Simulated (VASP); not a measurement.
Data:

```
CELL_PARAMETERS angstrom
      1.79056    -3.10135     0.00000
      1.79056     3.10135     0.00000
      0.00000     0.00000     5.51287
ATOMIC_POSITIONS crystal
  Ho 0.33333 0.66667 0.25000
  Ho 0.66667 0.33333 0.75000
```

Computed with PBE GGA with D4 dispersion, VASP's PBE PAW potentials (set 64) (plane waves; VASP 6.6.1). Run with 520 eV cut-off, Gaussian smearing of 0.050 eV, potentials Ho_3.

The 4f electrons are frozen in the core of the lanthanide potential, so 4f levels, which can set the real gap, and their magnetism are missing.

Question: Estimate the band gap (along the path) with the smallest direct gap where there is one.

Answer: 
```json
{
 "band gap (along the path)": "none (metal, semimetal or under 0.01 eV)"
}
```

Only differences to runs with the same potentials and settings are physical.

The compound is Ho in the hcp structure. It was relaxed first.
